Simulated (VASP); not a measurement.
Pd, 2 atoms in the cell. It takes space group Fd-3m (No. 227, cubic). Conventional cell: a = 5.383 Å, b = 5.383 Å, c = 5.383 Å, α = 90.00°, β = 90.00°, γ = 90.00°. Around Pd (site symmetry -43m) lie 4 Pd at 2.33 Å. This isn't the form of Pd at room conditions, which is fcc.

- Program: VASP 6.6.1
- Task: single point
- Functional: LDA
- Potentials or basis: VASP PAW LDA potentials, release 64 (Pd)
- Cutoff: 520 eV
- k mesh: 11 × 11 × 11
- Occupations: fermi-dirac, width 0.05 eV
- Spin: collinear spin, typed start
- Starting moments: [0.422, 0.422] μB
- Dipole correction: no
- Further INCAR settings: ALGO = Fast; EDIFF = 1e-06; NBANDS = 21

Potentials or basis: VASP PAW LDA potentials, release 64 (Pd).

Run with:

```bash
$ cat potpaw_LDA.64/Pd/POTCAR > POTCAR
$ mpirun -np 1 vasp_std > vasp.out
```

Hardware: 1 thread of Intel(R) Xeon(R) Platinum 8259CL CPU @ 2.50GHz (Skylake/Cascade Lake) (shared host).

Q: How long does it take, and how much memory?

A: Run time: 75 s on 1 thread of Intel(R) Xeon(R) Platinum 8259CL CPU @ 2.50GHz (Skylake/Cascade Lake), with other jobs on the host, peak memory 0.18 GiB. Counts: scf iterations 16, k points 56.
